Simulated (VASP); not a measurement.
Input:

```
CELL_PARAMETERS angstrom
      3.99847     0.00000     0.00000
      0.00000     3.99847     0.00000
      0.00000     0.00000     3.99847
ATOMIC_POSITIONS crystal
  K  0.00000 0.00000 0.00000
  Ta 0.50000 0.50000 0.50000
  O  0.50000 0.00000 0.50000
  O  0.00000 0.50000 0.50000
  O  0.50000 0.50000 0.00000
```

These are vdW-DF-cx, VASP's PBE PAW potentials (set 64) (plane waves; VASP) values and carry that method's errors. Run with 520 eV cut-off, 6×6×6 Γ-centred mesh, tetrahedra with Blöchl corrections, potentials K_sv Ta_pv O.

The cores are frozen, which limits the accuracy of field gradients.

### Question
Give the principal components of the electric field gradient (V/Å²) and the asymmetry η at each nucleus.

### Answer

```csv
atom,Vxx,Vyy,Vzz,η
K1,0.0,0.0,0.0,-
Ta2,0.0,0.0,0.0,-
O3,-9.4,-9.4,18.8,0.00
O4,-9.4,-9.4,18.8,0.00
O5,-9.4,-9.4,18.8,0.00
```

The compound is KTaO3 in the cubic perovskite structure. It was relaxed first.
